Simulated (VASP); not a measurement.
The system is ZnS.

```
Zn S
1.0
     0.00000    2.70200    2.70200
     2.70200    0.00000    2.70200
     2.70200    2.70200    0.00000
Zn S
1 1
Direct
  0.25000 0.25000 0.25000
  0.00000 0.00000 0.00000
```

```yaml
Program: VASP 6.6.1
Task: relaxation of cell and atoms
Functional: PBE
Potentials_or_basis: VASP PAW PBE potentials, release 64 (Zn, S)
Cutoff: 520 eV
k_mesh: 10 × 10 × 10
Occupations: gaussian, width 0.02 eV
Spin: no spin polarisation
```

At the start: pressure 1.8 GPa; volume 19.73 Å³/atom.

Question: Where does the relaxation end?

Answer: Over 6 steps the energy falls by 2.5 meV/atom and the volume is 20.20 Å³/atom (+2.4 %); space group F-43m (No. 216, to 0.05 Å).

Step by step:
```tsv
step	energy change (eV)	largest force (eV/Å)	pressure (GPa)	volume (Å³)
1	0.0000	0.0000	1.77	39.45
2	-0.0046	0.0000	-0.51	40.71
3	-0.0051	0.0000	0.03	40.40
4	-0.0051	0.0000	-0.03	40.42
5	-0.0051	0.0000	0.02	40.40
6	-0.0051	0.0000	0.00	40.41
```

Final structure:
```
CELL_PARAMETERS angstrom
0.00000 2.72363 2.72363
2.72363 0.00000 2.72363
2.72363 2.72363 0.00000
ATOMIC_POSITIONS crystal
Zn 0.25000 0.25000 0.25000
S 0.00000 0.00000 0.00000
```
